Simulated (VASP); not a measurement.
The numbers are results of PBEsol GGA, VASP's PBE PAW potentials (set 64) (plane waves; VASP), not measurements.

VASP ran on this input.

### INCAR
```
ALGO  =  Normal
EDIFF  =  1E-6
EDIFFG  =  -0.02
ENCUT  =  520
GGA  =  PS
IBRION  =  2
ISIF  =  3
ISMEAR  =  1
LASPH  =  .True.
LCHARG  =  .False.
LMAXMIX  =  6
LREAL  =  .False.
LWAVE  =  .False.
NELM  =  100
NSW  =  60
PREC  =  Accurate
SIGMA  =  0.1
SYSTEM  =  Hf3TiN4
```

### POSCAR
```
Hf3TiN4
1
    0.0000000000     2.2250856976     2.2250856976
    2.2250856976     0.0000000000     2.2250856976
    8.8308376269     8.8308376269     0.0695051635
Ti N Hf
1 4 3
Direct
  0.0000000000   0.0000000000   0.0000000000
  0.5091956244   0.5091956244   0.1181032817
  0.5050802967   0.5050802967   0.3711897775
  0.4949197033   0.4949197033   0.6288102225
  0.4908043756   0.4908043756   0.8818967183
  0.0119344229   0.0119344229   0.2410491828
  0.0000000000   0.0000000000   0.5000000000
  0.9880655771   0.9880655771   0.7589508172
```

File KPOINTS:
```
Automatic mesh
0
Gamma
11 11 3
0 0 0
```

POTCAR, in this order: Ti_sv N Hf_pv (PBE.64 set). Program: vasp_std.

The resulting files:

OSZICAR:
```
       N       E                     dE             d eps       ncg     rms          rms(c)
DAV:   1     0.530464743097E+03    0.53046E+03   -0.33047E+04  7548   0.179E+03
DAV:   2    -0.368422624008E+02   -0.56731E+03   -0.54735E+03  8279   0.485E+02
DAV:   3    -0.100506230580E+03   -0.63664E+02   -0.61989E+02 10474   0.134E+02
DAV:   4    -0.103031034547E+03   -0.25248E+01   -0.24809E+01 10616   0.260E+01
DAV:   5    -0.103092825558E+03   -0.61791E-01   -0.60780E-01 10351   0.358E+00    0.971E+01
DAV:   6    -0.920215597814E+02    0.11071E+02   -0.10134E+02  9982   0.631E+01    0.719E+01
DAV:   7    -0.994920549505E+02   -0.74705E+01   -0.17741E+02 10903   0.885E+01    0.486E+01
DAV:   8    -0.957775755761E+02    0.37145E+01   -0.41904E+01  9212   0.295E+01    0.152E+01
DAV:   9    -0.897838275213E+02    0.59937E+01   -0.17865E+01 10800   0.274E+01    0.521E+00
DAV:  10    -0.897513800926E+02    0.32447E-01   -0.49863E+00 11072   0.126E+01    0.451E+00
DAV:  11    -0.896328044410E+02    0.11858E+00   -0.14358E+00 10375   0.648E+00    0.154E+00
DAV:  12    -0.896630941226E+02   -0.30290E-01   -0.27695E-01 10460   0.354E+00    0.171E+00
DAV:  13    -0.896560271745E+02    0.70669E-02   -0.51049E-01 10626   0.441E+00    0.111E+00
DAV:  14    -0.896323600252E+02    0.23667E-01   -0.19698E-01 10415   0.288E+00    0.513E-01
DAV:  15    -0.896281659325E+02    0.41941E-02   -0.16326E-02 10078   0.833E-01    0.768E-02
DAV:  16    -0.896283040210E+02   -0.13809E-03   -0.21088E-03 11790   0.266E-01    0.968E-02
DAV:  17    -0.896281622755E+02    0.14175E-03   -0.80877E-04 10527   0.188E-01    0.241E-02
DAV:  18    -0.896281663711E+02   -0.40956E-05   -0.51014E-05 10433   0.438E-02    0.204E-02
DAV:  19    -0.896281671102E+02   -0.73906E-06   -0.15238E-06  6584   0.874E-03
   1 F= -.89628167E+02 E0= -.89628105E+02  d E =-.896282E+02
       N       E                     dE             d eps       ncg     rms          rms(c)
DAV:   1    -0.896516792927E+02   -0.23513E-01   -0.13936E+00  8789   0.841E+00    0.293E+00
DAV:   2    -0.896621412496E+02   -0.10462E-01   -0.30534E-01 10670   0.397E+00    0.128E+00
DAV:   3    -0.896490852206E+02    0.13056E-01   -0.36439E-01 10719   0.383E+00    0.122E+00
DAV:   4    -0.896287010792E+02    0.20384E-01   -0.63450E-02 11000   0.181E+00    0.288E-01
DAV:   5    -0.896287515540E+02   -0.50475E-04   -0.43124E-03 10435   0.367E-01    0.226E-01
DAV:   6    -0.896287945221E+02   -0.42968E-04   -0.49345E-04  9930   0.123E-01    0.177E-01
DAV:   7    -0.896288683456E+02   -0.73823E-04   -0.16039E-04 10920   0.617E-02    0.398E-02
DAV:   8    -0.896288779059E+02   -0.95603E-05   -0.65240E-05 10844   0.397E-02    0.309E-02
DAV:   9    -0.896288762071E+02    0.16988E-05   -0.40812E-06  7382   0.144E-02    0.205E-02
DAV:  10    -0.896288756387E+02    0.56846E-06   -0.44561E-06  7765   0.121E-02
   2 F= -.89628876E+02 E0= -.89628847E+02  d E =-.708528E-03
       N       E                     dE             d eps       ncg     rms          rms(c)
DAV:   1    -0.896351340031E+02   -0.62578E-02   -0.29360E-01  8792   0.387E+00    0.136E+00
DAV:   2    -0.896379674176E+02   -0.28334E-02   -0.70855E-02 10825   0.188E+00    0.592E-01
DAV:   3    -0.896342163798E+02    0.37510E-02   -0.73886E-02 10534   0.174E+00    0.556E-01
DAV:   4    -0.896302499450E+02    0.39664E-02   -0.15295E-02 10968   0.863E-01    0.120E-01
DAV:   5    -0.896302641681E+02   -0.14223E-04   -0.81758E-04  9492   0.159E-01    0.110E-01
DAV:   6    -0.896302682824E+02   -0.41143E-05   -0.79546E-05 10941   0.455E-02    0.906E-02
DAV:   7    -0.896302761714E+02   -0.78890E-05   -0.34899E-05  9764   0.360E-02    0.300E-02
DAV:   8    -0.896302758894E+02    0.28197E-06   -0.17651E-05 10878   0.192E-02    0.177E-02
DAV:   9    -0.896302758073E+02    0.82111E-07   -0.13243E-06  6054   0.738E-03
   3 F= -.89630276E+02 E0= -.89630230E+02  d E =-.210870E-02
       N       E                     dE             d eps       ncg     rms          rms(c)
DAV:   1    -0.896307559553E+02   -0.48007E-03   -0.51303E-01  7553   0.448E+00    0.111E+00
DAV:   2    -0.896315381892E+02   -0.78223E-03   -0.18027E-02  9378   0.836E-01    0.442E-01
DAV:   3    -0.896318218806E+02   -0.28369E-03   -0.57317E-03 10800   0.463E-01    0.318E-01
DAV:   4    -0.896311000368E+02    0.72184E-03   -0.51585E-03 10707   0.471E-01    0.173E-01
DAV:   5    -0.896310253607E+02    0.74676E-04   -0.61393E-04 11486   0.142E-01    0.652E-02
DAV:   6    -0.896310228890E+02    0.24717E-05   -0.62308E-05 10360   0.480E-02    0.401E-02
DAV:   7    -0.896310195871E+02    0.33019E-05   -0.27774E-05  9843   0.384E-02    0.109E-02
DAV:   8    -0.896310193706E+02    0.21656E-06   -0.49059E-06  8361   0.144E-02
   4 F= -.89631019E+02 E0= -.89631010E+02  d E =-.743563E-03
       N       E                     dE             d eps       ncg     rms          rms(c)
DAV:   1    -0.896311158605E+02   -0.96273E-04   -0.37251E-02  7568   0.121E+00    0.297E-01
DAV:   2    -0.896311722548E+02   -0.56394E-04   -0.13134E-03  9373   0.226E-01    0.118E-01
DAV:   3    -0.896311966288E+02   -0.24374E-04   -0.44849E-04 10791   0.130E-01    0.873E-02
DAV:   4    -0.896311385585E+02    0.58070E-04   -0.37669E-04 10641   0.128E-01    0.468E-02
DAV:   5    -0.896311347660E+02    0.37925E-05   -0.43044E-05 11458   0.373E-02    0.175E-02
DAV:   6    -0.896311351415E+02   -0.37551E-06   -0.49576E-06  8129   0.138E-02
   5 F= -.89631135E+02 E0= -.89631116E+02  d E =-.859334E-03
       N       E                     dE             d eps       ncg     rms          rms(c)
DAV:   1    -0.896311942933E+02   -0.59527E-04   -0.15169E-02  7588   0.788E-01    0.906E-02
DAV:   2    -0.896312212031E+02   -0.26910E-04   -0.56154E-04  8887   0.138E-01    0.426E-02
DAV:   3    -0.896312110055E+02    0.10198E-04   -0.42363E-05 10188   0.441E-02    0.289E-02
DAV:   4    -0.896312118355E+02   -0.83005E-06   -0.38476E-05 10522   0.394E-02    0.210E-02
DAV:   5    -0.896312072510E+02    0.45845E-05   -0.27564E-05  9781   0.355E-02    0.875E-03
DAV:   6    -0.896312065478E+02    0.70318E-06   -0.28493E-06  6719   0.124E-02
   6 F= -.89631207E+02 E0= -.89631196E+02  d E =-.714064E-04
```

OUTCAR:
```
------------------------ aborting loop because EDIFF is reached ----------------------------------------
  FORCE on cell =-STRESS in cart. coord.  units (eV):
  Direction    XX          YY          ZZ          XY          YZ          ZX
  --------------------------------------------------------------------------------------
  Total       -0.0120540     -0.0120540     -0.0120540      0.0011668     -0.0011668     -0.0011668
  in kB       -0.2224368     -0.2224368     -0.2224368      0.0215312     -0.0215312     -0.0215312
  external PRESSURE =      -0.2224368 kB  Pullay stress =       0.0000000 kB
  volume of cell :       86.82
      direct lattice vectors                 reciprocal lattice vectors
     0.000000000  2.220565670  2.220565670    -0.225835313  0.224500390  0.225835313
     2.220565670  0.000000000  2.220565670     0.224500390 -0.225835313  0.225835313
     8.830067735  8.830067735  0.052194944     0.056792559  0.056792559 -0.056792559
 POSITION                                       TOTAL-FORCE (eV/Angst)
 -----------------------------------------------------------------------------------
      2.22057      0.00000      2.22057         0.000000     -0.000000     -0.000000
      2.16909      2.16909      2.27204        -0.004671     -0.004671      0.004671
      4.39670      4.39670      2.26500        -0.003021     -0.003021      0.003021
      6.65394      6.65394      2.22832         0.003021      0.003021     -0.003021
      8.88154      8.88154      2.22129         0.004671      0.004671     -0.004671
      2.15821      2.15821      0.06236        -0.006643     -0.006643      0.006643
      6.63560      4.41503      2.24666         0.000000     -0.000000     -0.000000
      8.89242      8.89242      4.43097         0.006643      0.006643     -0.006643
 -----------------------------------------------------------------------------------
    total drift:                               -0.000000     -0.000000      0.000000
  FREE ENERGIE OF THE ION-ELECTRON SYSTEM (eV)
  ---------------------------------------------------
  free  energy   TOTEN  =       -89.6312065478 eV

  energy  without entropy=      -89.6311760442  energy(sigma->0) =      -89.63119638

 reached required accuracy - stopping structural energy minimisation
```
(Selected blocks of OUTCAR.)

**CONTCAR**
```
Hf3TiN4
   1.00000000000000
     0.0000000000000000    2.2205656698162328    2.2205656698162328
     2.2205656698162328    0.0000000000000000    2.2205656698162328
     8.8300677353574617    8.8300677353574617    0.0521949439074692
  Ti              N               Hf
     1     4     3
Direct
     0.0000000000000000    1.0000000000000000    0.0000000000000000
     0.5102114153980568    0.5102114153980568    0.1173414384514591
     0.5056481318856061    0.5056481318856061    0.3707639011107959
     0.4943518681143940    0.4943518681143940    0.6292360988892041
     0.4897885846019430    0.4897885846019430    0.8826585615485409
     0.0112012974120521    0.0112012974120521    0.2415990269159569
     0.0000000000000000    1.0000000000000000    0.5000000000000000
     0.9887987025879479    0.9887987025879479    0.7584009730840432
```

The structure was generated: Hf3TiN4 was put into an ordered model structure (R-3m), which need not be its known phase. This run relaxes it. Symmetry was kept, so distortions that lower it aren't found. The start is the result of an earlier pass.
